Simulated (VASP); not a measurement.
Set up this calculation in VASP 6.6.1, as the native input.

```yaml
Task: relaxation of cell and atoms
Functional: PBE
Potentials_or_basis: VASP PAW PBE potentials, release 64 (Be, Se, O)
Cutoff: 520 eV
k_mesh: 4 × 4 × 4
Occupations: gaussian, width 0.15 eV
Spin: no spin polarisation
Further_INCAR_settings: PREC = Normal; ALGO = Fast; EDIFF = 0.0001; IBRION = 2; EDIFFG = -0.08; NSW = 24; ISIF = 3
```

The structure of Be3Se2O lies in POSCAR:

```
Be3Se2O
1.0
   -2.3662713500      2.3662713500      4.3793348200
    2.3662713500     -2.3662713500      4.3793348200
    2.3662713500      2.3662713500     -4.3793348200
Be Se O
3 2 1
Direct
    0.5000000000      0.0000000000      0.5000000000
    0.0000000000      0.5000000000      0.5000000000
    0.5000000000      0.5000000000      0.0000000000
    0.1974380800      0.1974380800      0.0000000000
    0.8025619200      0.8025619200      0.0000000000
    0.0000000000      0.0000000000      0.0000000000
```

The cell was built by a generator and needn't be a form met in nature.

The input as run:

INCAR

```
SYSTEM = Be3Se2O
PREC = Normal
ENCUT = 520
EDIFF = 1E-4
ISMEAR = 0
SIGMA = 0.15
LREAL = .FALSE.
LASPH = .TRUE.
NELM = 60
ALGO = Fast
ISIF = 3
LWAVE = .FALSE.
LCHARG = .FALSE.
GGA = PE
IBRION = 2
NSW = 24
EDIFFG = -0.08
```

KPOINTS

```
Automatic mesh
0
G
  4 4 4
  0 0 0
```

Potentials or basis: VASP PAW PBE potentials, release 64 (Be, Se, O).

Run with:

```console
$ cat potpaw_PBE.64/Be/POTCAR potpaw_PBE.64/Se/POTCAR potpaw_PBE.64/O/POTCAR > POTCAR
$ mpirun -np 1 vasp_std > vasp.out
```

Results of the run:

The relaxed volume is 14.78 Å³/atom and the relaxed cell is a = 6.374 Å, b = 6.374 Å, c = 6.374 Å, α = 144.07°, β = 144.07°, γ = 51.72°. The space group after relaxing (to 0.05 Å) is I4/mmm (No. 139), the energy gained by relaxing is 1259.7 meV/atom and the ionic steps are 22. The pressure after relaxing is 0.2 GPa and the largest force after relaxing is 0.077 eV/Å. The band gap on the k mesh is 1.42 eV, indirect (least direct gap 1.78 eV).

Caveat: the k mesh is coarse (spacing up to 0.47 Å⁻¹), so the values aren't converged.

Wall time 3.6 min on 1 thread of Intel(R) Xeon(R) Platinum 8259CL CPU @ 2.50GHz (Skylake/Cascade Lake), on a shared host, peak memory 0.2 GiB.
